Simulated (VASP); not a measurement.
Level of theory: revPBE GGA, VASP's PBE PAW potentials (set 64) (plane waves; VASP).

A VASP calculation is set up with these files.

POSCAR:
```
BaTiO3
4.0593970
  0.9999999346   0.0000000000   0.0000000000
  0.0000000000   0.9999999346   0.0000000000
  0.0000000000   0.0000000000   0.9999999346
Ba Ti O
1 1 3
Cartesian
  0.0000000000   0.0000000000   0.0000000000
  0.4999999673   0.4999999673   0.4999999673
  0.4999999673   0.0000000000   0.4999999673
  0.0000000000   0.4999999673   0.4999999673
  0.4999999673   0.4999999673   0.0000000000
```

INCAR:
```
SYSTEM = BaTiO3
PREC = Accurate
ENCUT = 520
EDIFF = 1E-7
NELM = 100
ALGO = Normal
LREAL = .FALSE.
LASPH = .TRUE.
ISMEAR = 0
SIGMA = 0.05
GGA = RE
LMAXMIX = 4
LWAVE = .FALSE.
LCHARG = .FALSE.
LORBIT = 11
ICHARG = 11
```

### KPOINTS
```
k-points along high-symmetry lines
15
Line-mode
Reciprocal
  0.000000   0.000000   0.000000 ! GAMMA
  0.000000   0.500000   0.000000 ! X

  0.000000   0.500000   0.000000 ! X
  0.500000   0.500000   0.000000 ! M

  0.500000   0.500000   0.000000 ! M
  0.000000   0.000000   0.000000 ! GAMMA

  0.000000   0.000000   0.000000 ! GAMMA
  0.500000   0.500000   0.500000 ! R

  0.500000   0.500000   0.500000 ! R
  0.000000   0.500000   0.000000 ! X

  0.500000   0.500000   0.500000 ! R
  0.500000   0.500000   0.000000 ! M
```

POTCAR, in this order: Ba_sv Ti_sv O (PBE.64 set). Program: vasp_std. Read from the step before: CHGCAR.

The run wrote:

OUTCAR:
```
 ion  position               nearest neighbor table
   1  0.000  0.000  0.000-   3 2.87   4 2.87   5 2.87   3 2.87   4 2.87   4 2.87   5 2.87   4 2.87
                             3 2.87   5 2.87   3 2.87   5 2.87   2 3.52   2 3.52   2 3.52   2 3.52
   2  0.500  0.500  0.500-   3 2.03   4 2.03   5 2.03   5 2.03   3 2.03   4 2.03   1 3.52   1 3.52
                             1 3.52   1 3.52   1 3.52   1 3.52   1 3.52   1 3.52
   3  0.500  0.000  0.500-   2 2.03   2 2.03   1 2.87   1 2.87   1 2.87   1 2.87
   4  0.000  0.500  0.500-   2 2.03   2 2.03   1 2.87   1 2.87   1 2.87   1 2.87
   5  0.500  0.500  0.000-   2 2.03   2 2.03   1 2.87   1 2.87   1 2.87   1 2.87
  LATTYP: Found a simple cubic cell.
 ALAT       =     4.0593967347
 Subroutine PRICEL returns:
 Original cell was already a primitive cell.
 Subroutine GETGRP returns: Found 48 space group operations
The static configuration has the point symmetry O_h .
The dynamic configuration has the point symmetry O_h .
 Subroutine INISYM returns: Found 48 space group operations
   k-points           NKPTS =     90   k-points in BZ     NKDIM =     90   number of bands    NBANDS=     24
   number of dos      NEDOS =    301   number of ions     NIONS =      5
   total plane-waves  NPLWV =  27000
   dimension x,y,z NGX =    30 NGY =   30 NGZ =   30
   dimension x,y,z NGXF=    60 NGYF=   60 NGZF=   60
   ions per type =               1   1   3
   PREC   = accura    normal or accurate (medium, high low for compatibility)
   ISTART =      0    job   : 0-new  1-cont  2-samecut
   ICHARG =     11    charge: 1-file 2-atom 10-const
...
```

**OSZICAR**
```
       N       E                     dE             d eps       ncg     rms          rms(c)
DAV:   1     0.421241434353E+03    0.42124E+03   -0.21853E+04  4320   0.182E+03
DAV:   2     0.119359334968E+02   -0.40931E+03   -0.40212E+03  5024   0.482E+02
DAV:   3    -0.347176738793E+02   -0.46654E+02   -0.45134E+02  7280   0.141E+02
DAV:   4    -0.367812712563E+02   -0.20636E+01   -0.20627E+01  5192   0.280E+01
DAV:   5    -0.368956947916E+02   -0.11442E+00   -0.11442E+00  6280   0.469E+00
DAV:   6    -0.368967167707E+02   -0.10220E-02   -0.10220E-02  5312   0.513E-01
DAV:   7    -0.368967395653E+02   -0.22795E-04   -0.22795E-04  6424   0.694E-02
DAV:   8    -0.368967398917E+02   -0.32647E-06   -0.32647E-06  5464   0.699E-03
DAV:   9    -0.368967398999E+02   -0.82018E-08   -0.82269E-08  3992   0.984E-04
   1 F= -.36896740E+02 E0= -.36896740E+02  d E =-.372425E-25
```

### OUTCAR
```
 val. band max:        3.6214351267   @ k =   0.5000   0.5000   0.5000

 cond. band min:       5.3065154349   @ k =   0.0000   0.0000   0.0000



 k-point     1 :       0.0000    0.0000    0.0000
  band No.  band energies     occupation
      1     -53.3067      2.00000
      2     -29.4421      2.00000
      3     -29.4421      2.00000
      4     -29.4421      2.00000
      5     -21.3417      2.00000
      6     -13.2406      2.00000
      7     -12.5681      2.00000
      8     -12.5681      2.00000
      9      -6.5112      2.00000
     10      -6.5112      2.00000
     11      -6.5112      2.00000
     12       1.3114      2.00000
     13       1.3114      2.00000
     14       1.3114      2.00000
     15       2.6015      2.00000
     16       2.6015      2.00000
     17       2.6015      2.00000
     18       3.4390      2.00000
     19       3.4390      2.00000
     20       3.4390      2.00000
     21       5.3065      0.00000
     22       5.3065      0.00000
     23       5.3065      0.00000
     24       7.2293      0.00000

 k-point     2 :       0.0000    0.0357    0.0000
  band No.  band energies     occupation
      1     -53.3067      2.00000
      2     -29.4426      2.00000
      3     -29.4421      2.00000
      4     -29.4421      2.00000
      5     -21.3406      2.00000
      6     -13.2403      2.00000
      7     -12.5681      2.00000
      8     -12.5679      2.00000
      9      -6.5096      2.00000
     10      -6.5096      2.00000
     11      -6.5070      2.00000
     12       1.2910      2.00000
     13       1.3087      2.00000
     14       1.3087      2.00000
     15       2.5858      2.00000
     16       2.5858      2.00000
     17       2.5901      2.00000
     18       3.4029      2.00000
     19       3.4287      2.00000
     20       3.4287      2.00000
     21       5.3082      0.00000
     22       5.3336      0.00000
     23       5.3336      0.00000
     24       7.2295      0.00000

...
```

The density is held fixed in this step, so its total energy and stress have no physical meaning. Unless said otherwise, spin-orbit coupling is left out, though it shifts the bands of the heavy elements here.

The compound is BaTiO3 in the cubic perovskite structure, the ideal cubic form; the compound distorts at low or room temperature. It was relaxed first.
